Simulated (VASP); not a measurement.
# BiB2N with PBEsol + D3: from relaxation to properties, part 5 of 7

Wanted: the relaxed cell of BiB2N and its properties. The cell is invented: it takes the structure of COD entry 9008835, BP (space group 216 there), with some of its atoms replaced by other elements, volume scaled by an estimate. It may not be a known or stable phase.

VASP 6.6.1, plane waves and PAW; the level of theory is named at each step.

Still holding for the runs below: The k-mesh is coarse for a metal. Spin-orbit coupling is off here; it can split and shift levels that hold much weight on Bi by tenths of an eV or more.

So far. Step 7 (Density of states (PBEsol + D3)): The finer mesh and the other smearing move the Fermi level by +0.08 eV from the 8×8×4 run, one measure of the sampling error in the zero of the bands above. Of the states within 0.3 eV of the Fermi level, the largest shares in the PAW spheres are B p 24 %, Bi p 10 % and B s 8 %. The rest lies in smaller channels or between the spheres.

### Step 9. Bands along the symmetry lines (TB-mBJ)

This step: TB-mBJ; plane waves and PAW (Bi_d, N, B); invented cell (VASP 6.6.1).

Levels along the symmetry lines show where the bands peak and cross; KPOINTS_OPT computes them in the converged potential. TB-mBJ is a local potential fitted to gaps: it costs far less than a hybrid but gives no energy.

INCAR

```
SYSTEM = BiB2N
PREC = Accurate
ENCUT = 520
EDIFF = 1E-06
NELM = 150
ISMEAR = -1
SIGMA = 0.05
LREAL = .FALSE.
ALGO = Normal
METAGGA = MBJ
LASPH = .TRUE.
NBANDS = 27
LORBIT = 11
LWAVE = .FALSE.
LCHARG = .FALSE.
KPAR = 2
```

POSCAR

```
BiB2N
1.0
    2.8077243601      0.0000000000      0.0000000000
    0.0000000000      2.8077243601      0.0000000000
    0.0000000000      0.0000000000      6.4000326900
Bi N B
1 1 2
Direct
    0.5000000000      0.5000000000      0.0000000000
    0.0000000000      0.0000000000      0.5000000000
    0.0000000000      0.5000000000      0.3807727546
    0.5000000000      0.0000000000      0.6192272454
```

KPOINTS

```
Automatic mesh
0
Gamma
8 8 4
0 0 0
```

KPOINTS_OPT

```
Line mode
16
Line-mode
Reciprocal
  0.00000000   0.00000000   0.00000000 GAMMA
  0.00000000   0.50000000   0.00000000 X

  0.00000000   0.50000000   0.00000000 X
  0.50000000   0.50000000   0.00000000 M

  0.50000000   0.50000000   0.00000000 M
  0.00000000   0.00000000   0.00000000 GAMMA

  0.00000000   0.00000000   0.00000000 GAMMA
  0.00000000   0.00000000   0.50000000 Z

  0.00000000   0.00000000   0.50000000 Z
  0.00000000   0.50000000   0.50000000 R

  0.00000000   0.50000000   0.50000000 R
  0.50000000   0.50000000   0.50000000 A

  0.50000000   0.50000000   0.50000000 A
  0.00000000   0.00000000   0.50000000 Z

  0.00000000   0.50000000   0.00000000 X
  0.00000000   0.50000000   0.50000000 R

  0.50000000   0.50000000   0.00000000 M
  0.50000000   0.50000000   0.50000000 A
```

PAW data sets: Bi_d, N and B (PBE family, release 64).

The run is started by

```bash
> mpirun -np 2 vasp_std
```

Log:

```text
[banner, memory and clock lines left out]
running    2 mpi-ranks, on    1 nodes
 distrk:  each k-point on    1 cores,    2 groups
 distr:  one band on    1 cores,    1 groups

 POSCAR found type information on POSCAR BiN B
 POSCAR found :  3 types and       4 ions
 [... a notice as in an earlier step ...]

 LDA part: xc-table for (None), standard interpolation
 POSCAR, INCAR and KPOINTS ok, starting setup
 FFT: planning ... GRIDC
 FFT: planning ... GRID_SOFT
 FFT: planning ... GRID
 WAVECAR not read
 entering main loop
       N       E                     dE             d eps       ncg     rms          rms(c)
DAV:   1     0.144118775898E+04    0.14412E+04   -0.12556E+04  2468   0.111E+03
DAV:   2     0.121572810148E+04   -0.22546E+03   -0.20995E+03  2551   0.323E+02
DAV:   3     0.119433390835E+04   -0.21394E+02   -0.20833E+02  3034   0.958E+01
DAV:   4     0.119367746103E+04   -0.65645E+00   -0.65478E+00  2987   0.165E+01
DAV:   5     0.119365864146E+04   -0.18820E-01   -0.18816E-01  3390   0.276E+00    0.848E+00
DAV:   6     0.119538327787E+04    0.17246E+01   -0.17681E+01  3225   0.365E+01    0.656E+00
DAV:   7     0.119573778351E+04    0.35451E+00   -0.49693E+00  2767   0.145E+01    0.443E+00
DAV:   8     0.119624319203E+04    0.50541E+00   -0.10972E+00  2700   0.571E+00    0.295E+00
DAV:   9     0.119706615074E+04    0.82296E+00   -0.64868E-01  2869   0.490E+00    0.845E-01
DAV:  10     0.119701430161E+04   -0.51849E-01   -0.21796E-01  2765   0.236E+00    0.349E-01
DAV:  11     0.119716421983E+04    0.14992E+00   -0.57797E-02  2775   0.779E-01    0.391E-01
DAV:  12     0.119717730549E+04    0.13086E-01   -0.22140E-02  3039   0.699E-01    0.139E-01
DAV:  13     0.119717338705E+04   -0.39184E-02   -0.30428E-03  2712   0.221E-01    0.619E-02
DAV:  14     0.119718308551E+04    0.96985E-02   -0.16442E-03  3295   0.147E-01    0.463E-02
DAV:  15     0.119717211930E+04   -0.10966E-01   -0.22506E-04  2728   0.811E-02    0.216E-02
DAV:  16     0.119717046886E+04   -0.16504E-02   -0.17770E-04  2892   0.518E-02    0.860E-03
DAV:  17     0.119716788086E+04   -0.25880E-02   -0.37827E-05  2676   0.205E-02    0.953E-03
DAV:  18     0.119716637586E+04   -0.15050E-02   -0.37200E-05  3041   0.202E-02    0.320E-03
DAV:  19     0.119716573990E+04   -0.63596E-03   -0.50794E-06  2656   0.879E-03    0.402E-03
DAV:  20     0.119716515089E+04   -0.58902E-03   -0.41119E-06  2459   0.612E-03    0.197E-03
DAV:  21     0.119716529300E+04    0.14211E-03   -0.64184E-07  1629   0.354E-03    0.223E-03
DAV:  22     0.119716534460E+04    0.51598E-04   -0.28684E-07  1434   0.244E-03    0.150E-03
DAV:  23     0.119716539430E+04    0.49705E-04   -0.58320E-08  1422   0.136E-03    0.129E-03
DAV:  24     0.119716541071E+04    0.16408E-04   -0.11969E-07  1422   0.157E-03    0.814E-04
DAV:  25     0.119716548049E+04    0.69780E-04   -0.41383E-08  1392   0.114E-03    0.585E-04
DAV:  26     0.119716559757E+04    0.11708E-03   -0.16160E-08  1380   0.756E-04    0.248E-04
DAV:  27     0.119716564264E+04    0.45066E-04   -0.69860E-09  1377   0.544E-04    0.182E-04
DAV:  28     0.119716565198E+04    0.93408E-05   -0.44922E-09  1365   0.351E-04    0.118E-04
DAV:  29     0.119716567891E+04    0.26929E-04   -0.30158E-09  1344   0.296E-04    0.205E-05
DAV:  30     0.119716568184E+04    0.29356E-05   -0.85719E-10  1338   0.171E-04    0.158E-05
DAV:  31     0.119716568471E+04    0.28668E-05   -0.33047E-10  1332   0.113E-04    0.671E-06
DAV:  32     0.119716568473E+04    0.24620E-07   -0.18527E-10  1332   0.666E-05
   1 F= 0.11971657E+04 E0= 0.11971731E+04  d E =-.147806E-01
 Start KPOINTS_OPT (optional k-point list driver)
k-point batch [1-45\144]
       N       E                     dE             ncg
DAV:   1     0.446883879356E+04   -0.31811E+05     2447
DAV:   2    -0.560913571744E+04   -0.10078E+05     2564
DAV:   3    -0.659570665993E+04   -0.98657E+03     3035
DAV:   4    -0.662816122067E+04   -0.32455E+02     3212
DAV:   5    -0.662916761165E+04   -0.10064E+01     3555
DAV:   6    -0.662919620208E+04   -0.28590E-01     3342
DAV:   7    -0.662919708096E+04   -0.87888E-03     3592
DAV:   8    -0.662919709211E+04   -0.11147E-04     3044
DAV:   9    -0.662919709235E+04   -0.24493E-06     2291
[...]
k-point batch [136-144\144]
       N       E                     dE             ncg
DAV:   1     0.335417788936E+05   -0.10632E+05      489
DAV:   2     0.315089485530E+05   -0.20328E+04      537
DAV:   3     0.313105520776E+05   -0.19840E+03      574
DAV:   4     0.313036587587E+05   -0.68933E+01      705
DAV:   5     0.313035419930E+05   -0.11677E+00      668
DAV:   6     0.313035392758E+05   -0.27173E-02      716
DAV:   7     0.313035391907E+05   -0.85063E-04      660
DAV:   8     0.313035391891E+05   -0.15988E-05      652
DAV:   9     0.313035391891E+05   -0.38897E-07      476
```

Run time: 51 s. Hardware: 2 MPI ranks of Intel Xeon 6975P-C (Granite Rapids), shared host; peak memory 0.48 GiB; 1.7 min of CPU time.

Parts of OUTCAR (step 9):

```text
   NELECT =      26.0000    total number of electrons

 E-fermi :   8.5698

 k-point     1 :       0.0000    0.0000    0.0000
  band No.  band energies     occupation
    ...
      8      -1.6016      2.00000
      9       0.9678      2.00000
     10       0.9678      2.00000
     11       4.7938      2.00000
     12       6.1454      2.00000
     13      10.7228      0.00000
     14      12.8601      0.00000
     15      13.4593      0.00000
     16      13.4593      0.00000
     17      13.7746      0.00000
    ...

  Total      -61.6369496    -61.6369496    -62.0020762      0.0000000      0.0000000      0.0000000
  in kB    -1957.3143827  -1957.3143827  -1968.9091760      0.0000000      0.0000000      0.0000000
  external PRESSURE =   -1961.1793138 kB  Pullay stress =       0.0000000 kB

 POSITION                                       TOTAL-FORCE (eV/Angst)
 -----------------------------------------------------------------------------------
      1.40386      1.40386      0.00000        -0.000000      0.000000     -0.000000
      0.00000      0.00000      3.20002        -0.000000      0.000000     -0.000000
      0.00000      1.40386      2.43696        -0.000000      0.000000     -1.340993
      1.40386      0.00000      3.96307         0.000000     -0.000000      1.340993
 -----------------------------------------------------------------------------------
    total drift:                                0.000000     -0.000000     -0.000000

  FREE ENERGIE OF THE ION-ELECTRON SYSTEM (eV)
  ---------------------------------------------------
  free  energy   TOTEN  =      1197.1656847323 eV

  energy  without entropy=     1197.1804653211  energy(sigma->0) =     1197.17307503

[... 8 parts as in an earlier step ...]

[... 9 further parts left out ...]
```

This functional is a potential without an energy, so its energies, forces and stress mean nothing and are not read.

Numbers from this step:

```yaml
scf_cycles: 32
bands: 27
irreducible_k_points: 45
fermi_energy: 8.570 eV
```

The electronic bands at the labelled points (eV, zero at the Fermi level; # counts the bands kept in this run, so #1 is VASP's band 8):

```csv
point,#3,#4,#5,#6,#7,#8,#9,#10
Γ,-7.60,-3.78,-2.42,2.15,4.29,4.89,4.89,5.20
0.53 of the way,-7.23,-3.84,-1.90,-1.03,1.93,4.20,4.82,5.28
X,-6.89,-6.78,-4.63,0.58,1.18,4.16,4.42,4.46
0.53 of the way,-7.87,-5.48,-3.38,-1.49,0.47,1.48,3.53,5.40
M,-7.13,-4.06,-4.06,-3.17,-0.71,0.31,0.31,3.12
0.47 of the way,-8.55,-3.44,-0.91,-0.67,-0.51,1.38,3.75,5.15
Γ,-7.60,-3.78,-2.42,2.15,4.29,4.89,4.89,5.20
0.53 of the way,-7.60,-5.59,-0.57,1.90,4.29,4.52,4.52,5.01
Z,-7.60,-6.76,1.04,1.06,4.29,4.33,4.33,4.84
0.47 of the way,-7.30,-5.58,-1.04,0.33,2.42,3.55,4.68,5.50
R,-6.89,-6.04,-3.30,-1.03,-0.43,4.50,4.82,4.83
0.53 of the way,-8.04,-5.13,-2.92,-1.14,0.09,1.19,2.37,5.12
A,-6.97,-4.20,-4.20,-4.19,0.72,0.72,2.27,3.53
0.47 of the way,-8.00,-4.16,-1.13,-0.51,0.33,0.99,4.15,4.52
Z,-7.60,-6.76,1.04,1.06,4.29,4.33,4.33,4.84
jump to X,-6.89,-6.78,-4.63,0.58,1.18,4.16,4.42,4.46
0.53 of the way,-6.89,-6.35,-4.03,0.00,0.01,4.48,4.62,4.70
R,-6.89,-6.04,-3.30,-1.03,-0.43,4.50,4.82,4.83
jump to M,-7.13,-4.06,-4.06,-3.17,-0.71,0.31,0.31,3.12
0.47 of the way,-7.06,-4.12,-4.12,-3.71,0.34,0.49,0.49,3.33
A,-6.97,-4.20,-4.20,-4.19,0.72,0.72,2.27,3.53
```

Of the projections kept (Bi, N, B), the largest for each band there, as a share of the weight inside these atoms' spheres; weight between the spheres isn't counted:

```csv
point,#3,#4,#5,#6,#7,#8,#9,#10
Γ,N 0.66,Bi 0.45,B 0.58,B 0.66,B 0.90,B 0.82,B 0.82,B 0.47
X,N 0.69,Bi 0.90,B 0.54,B 0.61,B 0.60,Bi 0.60,B 0.58,B 0.97
M,Bi 0.95,Bi 0.87,Bi 0.87,B 0.73,Bi 0.53,B 0.71,B 0.71,Bi 0.85
Γ,N 0.66,Bi 0.45,B 0.58,B 0.66,B 0.90,B 0.82,B 0.82,B 0.47
Z,N 0.66,Bi 0.53,N 0.47,N 0.44,B 0.89,B 0.68,B 0.68,B 0.61
R,N 0.69,Bi 0.69,Bi 0.49,B 0.73,B 0.66,B 0.98,B 0.76,Bi 0.39
```

There is no gap at this level.

[end of part 5 of 7]

[Lines on the potential files, build, host, timing and source positions are cut from VASP's logs without a mark.]

[Logs are printed without paths, hosts, clocks, repeated set-up lines and the standing remarks that a program may print on its own settings, such as how far it seeks lower states.]

[Hosts, paths, dates, database ids (printed as entryN), source tags and the programs' standing remarks are cut or masked in the printed files.]

[A measured line is paired with the nearest computed mode of its activity, which favours agreement.]

[In band tables of VASP the shares of atoms and orbitals are scaled to a sum of 1 inside the atoms' spheres.]
